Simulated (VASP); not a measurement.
Output of a VASP run:

OUTCAR:
```
 ion  position               nearest neighbor table
   1  0.333  0.667  0.250-   2 3.42   2 3.42   2 3.42   2 3.42   2 3.42   2 3.42
   2  0.667  0.333  0.750-   1 3.42   1 3.42   1 3.42   1 3.42   1 3.42   1 3.42
  LATTYP: Found a hexagonal cell.
 ALAT       =     3.5535443302
 C/A-ratio  =     1.5433167226
 Subroutine PRICEL returns:
 Original cell was already a primitive cell.
 Subroutine GETGRP returns: Found 24 space group operations
The static configuration has the point symmetry D_3d.
 The point group associated with its full space group is D_6h.
The dynamic configuration has the point symmetry D_3d.
 Subroutine INISYM returns: Found 24 space group operations
 Subroutine IBZKPT returns following result:
 Found     76 irreducible k-points:

 Following reciprocal coordinates:
            Coordinates               Weight
  0.000000  0.000000  0.000000      1.000000
  0.083333  0.000000  0.000000      6.000000
  0.166667  0.000000  0.000000      6.000000
  0.250000  0.000000  0.000000      6.000000
  0.333333  0.000000  0.000000      6.000000
  0.416667  0.000000  0.000000      6.000000
  0.500000  0.000000  0.000000      3.000000
  0.083333  0.083333  0.000000      6.000000
  0.166667  0.083333  0.000000     12.000000
  0.250000  0.083333  0.000000     12.000000
  0.333333  0.083333  0.000000     12.000000
  0.416667  0.083333  0.000000     12.000000
  0.166667  0.166667  0.000000      6.000000
  0.250000  0.166667  0.000000     12.000000
  0.333333  0.166667  0.000000     12.000000
  0.416667  0.166667  0.000000      6.000000
  0.250000  0.250000  0.000000      6.000000
  0.333333  0.250000  0.000000     12.000000
  0.333333  0.333333  0.000000      2.000000
  0.000000  0.000000  0.142857      2.000000
  0.083333  0.000000  0.142857     12.000000
  0.166667  0.000000  0.142857     12.000000
  0.250000  0.000000  0.142857     12.000000
  0.333333  0.000000  0.142857     12.000000
  0.416667  0.000000  0.142857     12.000000
  0.500000  0.000000  0.142857      6.000000
  0.083333  0.083333  0.142857     12.000000
  0.166667  0.083333  0.142857     24.000000
  0.250000  0.083333  0.142857     24.000000
  0.333333  0.083333  0.142857     24.000000
  0.416667  0.083333  0.142857     24.000000
  0.166667  0.166667  0.142857     12.000000
  0.250000  0.166667  0.142857     24.000000
  0.333333  0.166667  0.142857     24.000000
  0.416667  0.166667  0.142857     12.000000
  0.250000  0.250000  0.142857     12.000000
  0.333333  0.250000  0.142857     24.000000
  0.333333  0.333333  0.142857      4.000000
  0.000000  0.000000  0.285714      2.000000
  0.083333  0.000000  0.285714     12.000000
   k-points           NKPTS =     76   k-points in BZ     NKDIM =     76   number of bands    NBANDS=     13
   number of dos      NEDOS =    301   number of ions     NIONS =      2
   total plane-waves  NPLWV =  32928
   dimension x,y,z NGX =    28 NGY =   28 NGZ =   42
   dimension x,y,z NGXF=    56 NGYF=   56 NGZF=   84
   ions per type =               2
   PREC   = accura    normal or accurate (medium, high low for compatibility)
   ISTART =      0    job   : 0-new  1-cont  2-samecut
   ICHARG =      2    charge: 1-file 2-atom 10-const
   ISPIN  =      1    spin polarized calculation?
   LNONCOLLINEAR =      F non collinear calculations
   LSORBIT =      F    spin-orbit coupling
   INIWAV =      1    electr: 0-lowe 1-rand  2-diag
   ENCUT  =  520.0 eV  38.22 Ry    6.18 a.u.   6.61  6.61 10.20*2*pi/ulx,y,z
   NELM   =    100;   NELMIN=  2; NELMDL= -5     # of ELM steps
   EDIFF  = 0.1E-06   stopping-criterion for ELM
   LREAL  =      F    real-space projection
   NLSPLINE    = F    spline interpolate recip. space projectors
   LMAXMIX     =    6 max onsite mixed and CHGCAR
   VOSKOWN=      0    Vosko Wilk Nusair interpolation
   EDIFFG = -.1E-01   stopping-criterion for IOM
   NSW    =     30    number of steps for IOM
...
```

File OSZICAR:
```
       N       E                     dE             d eps       ncg     rms          rms(c)
DAV:   1     0.676313069196E+02    0.67631E+02   -0.84314E+03  1976   0.131E+03
DAV:   2     0.523371780063E+00   -0.67108E+02   -0.66016E+02  2073   0.389E+02
DAV:   3    -0.387611346817E+01   -0.43995E+01   -0.41085E+01  3282   0.616E+01
DAV:   4    -0.399526887967E+01   -0.11916E+00   -0.11509E+00  3144   0.800E+00
DAV:   5    -0.399659321868E+01   -0.13243E-02   -0.13239E-02  2803   0.822E-01    0.238E+01
DAV:   6    -0.400487462363E+01   -0.82814E-02   -0.29035E-02  3162   0.199E+00    0.142E+01
DAV:   7    -0.402148358157E+01   -0.16609E-01   -0.56160E-02  3049   0.276E+00    0.368E-01
DAV:   8    -0.402145509821E+01    0.28483E-04   -0.33412E-03  2576   0.515E-01    0.667E-02
DAV:   9    -0.402149926016E+01   -0.44162E-04   -0.22039E-04  3211   0.154E-01    0.298E-02
DAV:  10    -0.402149791612E+01    0.13440E-05   -0.35014E-05  2907   0.554E-02    0.470E-02
DAV:  11    -0.402149824332E+01   -0.32720E-06   -0.49370E-06  2540   0.207E-02    0.193E-03
DAV:  12    -0.402149847430E+01   -0.23099E-06   -0.39642E-07  2189   0.652E-03    0.991E-04
DAV:  13    -0.402149846662E+01    0.76805E-08   -0.29812E-08  1483   0.221E-03
   1 F= -.40214985E+01 E0= -.40206405E+01  d E =-.402150E+01
       N       E                     dE             d eps       ncg     rms          rms(c)
DAV:   1    -0.402229822314E+01   -0.79975E-03   -0.25001E-02  2131   0.125E+00    0.121E-01
DAV:   2    -0.402195120705E+01    0.34702E-03   -0.91274E-04  2961   0.399E-01    0.701E-02
DAV:   3    -0.402176364958E+01    0.18756E-03   -0.20031E-04  3004   0.136E-01    0.368E-02
DAV:   4    -0.402176449198E+01   -0.84240E-06   -0.33298E-05  2868   0.470E-02    0.152E-02
DAV:   5    -0.402176423811E+01    0.25388E-06   -0.11085E-06  3058   0.112E-02    0.107E-03
DAV:   6    -0.402176420452E+01    0.33586E-07   -0.11387E-07  1445   0.308E-03
   2 F= -.40217642E+01 E0= -.40209705E+01  d E =-.265738E-03
       N       E                     dE             d eps       ncg     rms          rms(c)
DAV:   1    -0.402202573582E+01   -0.26150E-03   -0.98944E-03  2091   0.786E-01    0.762E-02
DAV:   2    -0.402188825970E+01    0.13748E-03   -0.36301E-04  2951   0.251E-01    0.441E-02
DAV:   3    -0.402181344815E+01    0.74812E-04   -0.80441E-05  2996   0.862E-02    0.231E-02
DAV:   4    -0.402181387429E+01   -0.42614E-06   -0.13372E-05  2843   0.297E-02    0.962E-03
DAV:   5    -0.402181375317E+01    0.12112E-06   -0.40618E-07  2194   0.705E-03    0.711E-04
DAV:   6    -0.402181373610E+01    0.17074E-07   -0.75765E-08  1266   0.285E-03
   3 F= -.40218137E+01 E0= -.40210634E+01  d E =-.315269E-03
```

File OUTCAR:
```
------------------------ aborting loop because EDIFF is reached ----------------------------------------
  FORCE on cell =-STRESS in cart. coord.  units (eV):
  Direction    XX          YY          ZZ          XY          YZ          ZX
  --------------------------------------------------------------------------------------
  Total       -0.4256427     -0.4256427     -0.4233986      0.0000000     -0.0000000      0.0000000
  in kB      -11.3706385    -11.3706390    -11.3106908      0.0000000     -0.0000000      0.0000000
  external PRESSURE =     -11.3506561 kB  Pullay stress =       0.0000000 kB
  volume of cell :       59.98
      direct lattice vectors                 reciprocal lattice vectors
     1.773200299 -3.071273076 -0.000000000     0.281976041 -0.162798940  0.000000000
     1.773200299  3.071273076  0.000000000     0.281976041  0.162798940  0.000000000
    -0.000000000 -0.000000000  5.506360962     0.000000000 -0.000000000  0.181608145
 POSITION                                       TOTAL-FORCE (eV/Angst)
 -----------------------------------------------------------------------------------
      1.77320      1.02376      1.37659         0.000000      0.000000      0.000000
      1.77320     -1.02376      4.12977        -0.000000     -0.000000      0.000000
 -----------------------------------------------------------------------------------
    total drift:                               -0.000001      0.000070     -0.000012
  FREE ENERGIE OF THE ION-ELECTRON SYSTEM (eV)
  ---------------------------------------------------
  free  energy   TOTEN  =        -4.0218137361 eV

  energy  without entropy=       -4.0195628189  energy(sigma->0) =       -4.02106343

 reached required accuracy - stopping structural energy minimisation
```
(Selected blocks of OUTCAR.)

File POSCAR:
```
Tm
1
    1.7767721348    -3.0774596809     0.0000000000
    1.7767721348     3.0774596809     0.0000000000
    0.0000000000     0.0000000000     5.4842443894
Tm
2
Direct
  0.3333330000   0.6666670000   0.2500000000
  0.6666670000   0.3333330000   0.7500000000
```

Reconstruct the remaining input files.

One answer among several that fit: the input of the run itself, optB86b-vdW, plane waves, VASP's PBE PAW potentials (set 64).

### INCAR
```
# general
SYSTEM  =Tm
PREC    =Accurate
ENCUT   =520
LREAL   =.FALSE.
LASPH   =.TRUE.

# electronic loop
EDIFF   =1E-7
NELM    =100
ALGO    =Normal
LMAXMIX =6

# smearing
ISMEAR  =1
SIGMA   =0.1

# functional
GGA     =MK
LUSE_VDW=.TRUE.
AGGAC   =0.0
PARAM1  =0.1234
PARAM2  =1.0

# ions
IBRION  =2
NSW     =30
ISIF    =4
EDIFFG  =-0.01

# output
LWAVE   =.FALSE.
LCHARG  =.FALSE.
```

KPOINTS:
```
Regular mesh
0
G
12 12 7
```

POTCAR, in this order: Tm_3 (PBE.64 set). Program: vasp_std.

The 4f electrons are frozen in the core of the lanthanide potential, so 4f levels, which can set the real gap, and their magnetism are missing.

The compound is Tm in the hcp structure. This cell is one point of a volume scan, at 1.03 of the reference volume. Symmetry was kept, so distortions that lower it aren't found.
